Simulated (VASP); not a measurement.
A convergence study with VASP on PtTe$_{2}$ (1T layered): one setting is varied, all else stays as given below, so the limit is that of these other settings. Each run relaxes cell and ions from the cell shown. The basis is that of the starting cell, so low cut-offs carry a Pulay error.

```yaml
crystal:
  lattice:
    - [2.01500, -3.49008, 0.00000]
    - [2.01500, 3.49008, 0.00000]
    - [0.00000, 0.00000, 5.22000]
  atoms:
    - { symbol: Te, position: [0.33333, 0.66667, 0.25400] }
    - { symbol: Te, position: [0.66667, 0.33333, 0.74600] }
    - { symbol: Pt, position: [0.00000, 0.00000, 0.00000] }
```

Computed with PBE GGA, VASP's PBE PAW potentials (set 64) (plane waves; VASP). The tightest run used: 700 eV cut-off, 8×8×6 Γ-centred mesh, first-order Methfessel-Paxton smearing of 0.10 eV, potentials Te Pt.

```
setting      relaxed volume (Å³/atom)  E (eV/atom)  plane waves
-----------  ------------------------  -----------  -----------
ENCUT = 150                    20.404      -4.9568          314
ENCUT = 200                    23.847      -4.4963          492
ENCUT = 250                    25.566      -4.5250          685
ENCUT = 300                    25.684      -4.5249          879
ENCUT = 350                    25.615      -4.5227         1120
```

Q: These are the cheaper rows. Estimate the results at ENCUT = 700, and how far the last row shown lies from them.

A: 
```csv
quantity,tightest run,last row shown is off by
relaxed volume (Å³/atom),25.796,-0.181
E (eV/atom),-4.5241,0.0014
```

Left out are rungs that failed or repeat a setting and relaxations that didn't move; long series are thinned to 24 rows.

The compound is PtTe2 in the 1T layered structure.
